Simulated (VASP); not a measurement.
Input for VASP

**INCAR**
```
# general
SYSTEM  = CdS
PREC    = Accurate
ENCUT   = 500
LREAL   = F
LASPH   = T   # aspherical one-centre terms

# electronic loop
EDIFF   = 1E-6
NELM    = 100   # most electronic steps
ALGO    = Normal   # blocked Davidson
LMAXMIX = 4

# smearing
ISMEAR  = 0   # Gaussian
SIGMA   = 0.05   # width (eV)

# functional
GGA     = PE

# ions
IBRION  = 2
NSW     = 40   # most ionic steps
ISIF    = 3   # ions, shape and volume
EDIFFG  = -0.02   # ionic stop
PSTRESS = 50   # kbar

# output
LWAVE   = F
LCHARG  = F
```

### POSCAR
```
CdS
1.0
  2.1043013917  -3.6447567446   0.0000000000
  2.1043013917   3.6447567446   0.0000000000
  0.0000000000   0.0000000000   6.8396062971
Cd S
2 2
Cartesian
  2.1043013917  -1.2149213447   3.4198746375
  2.1043013917   1.2149213447   0.0000714889
  2.1043013917  -1.2149213447   5.9982632336
  2.1043013917   1.2149213447   2.5784600851
```

**KPOINTS**
```
kpoints
0
Gamma
 6 6 4
```

POTCAR, in this order: Cd S (PBE.64 set). Program: vasp_std.

Task: Write an equivalent input for Quantum ESPRESSO's pw.x.

Result: One equivalent input (not run):
```
&CONTROL
  calculation = 'vc-relax'
  pseudo_dir = './pseudo'
  outdir = './out'
  tprnfor = .true.
  tstress = .true.
  nstep = 40
  forc_conv_thr = 0.00078
/
&SYSTEM
  ibrav = 0
  nat = 4
  ntyp = 2
  ecutwfc = 102
  occupations = 'smearing'
  smearing = 'gaussian'
  degauss = 0.003675
  input_dft = 'pbe'
/
&ELECTRONS
  conv_thr = 7.3e-08
  electron_maxstep = 100
/
&IONS
/
&CELL
  press = 50
/
ATOMIC_SPECIES
  Cd 112.414 Cd.upf
  S 32.060 S.upf
CELL_PARAMETERS angstrom
     2.1043014   -3.6447567    0.0000000
     2.1043014    3.6447567    0.0000000
     0.0000000    0.0000000    6.8396063
ATOMIC_POSITIONS crystal
  Cd   0.6666670  0.3333330  0.5000105
  Cd   0.3333330  0.6666670  0.0000105
  S    0.6666670  0.3333330  0.8769895
  S    0.3333330  0.6666670  0.3769895
K_POINTS automatic
  6 6 4 0 0 0
```
The two are equivalent in intent, not identical: the potentials are each code's own (VASP's PAW set, PseudoDojo norm-conserving files in pw.x), so ENCUT and ecutwfc are chosen apart and not converted; conv_thr bounds pw.x's estimated SCF error, while EDIFF bounds the energy change between steps; forc_conv_thr acts on force components and is met together with etot_conv_thr.

The compound is CdS in the wurtzite structure. This run relaxes it under an external pressure of 5 GPa. Symmetry was kept, so distortions that lower it aren't found.
